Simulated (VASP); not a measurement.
The system is ScAl3.

```xyz
4
Lattice="4.0731 0.0000 0.0000 0.0000 4.0731 0.0000 0.0000 0.0000 4.0731" Properties=species:S:1:pos:R:3 pbc="T T T"
Sc    0.0000    0.0000    0.0000
Al    2.0365    0.0000    2.0365
Al    0.0000    2.0365    2.0365
Al    2.0365    2.0365    0.0000
```

The cell is a database's computed one.

Base run:

```yaml
Program: VASP 6.6.1
Functional: PBEsol
Potentials_or_basis: VASP PAW PBE potentials, release 64 (Sc_sv, Al)
Cutoff: 900 eV
k_mesh: 10 × 10 × 10
Occupations: gaussian, width 0.1 eV
Spin: no spin polarisation
```

Its results: band gap on the k mesh none (metal or under the smearing width); pressure 0.0 GPa.

Q: The run is repeated on the same cell with these changes: functional from PBEsol to r2SCAN; cutoff from 900 eV to 520 eV. What comes out?

A: Band gap on the k mesh none (metal or under the smearing width); pressure 0.9 GPa.

Caveats: the PAW data sets were made with another functional, which shifts forces and pressure a little.

Not every run made on this cell is shown here.
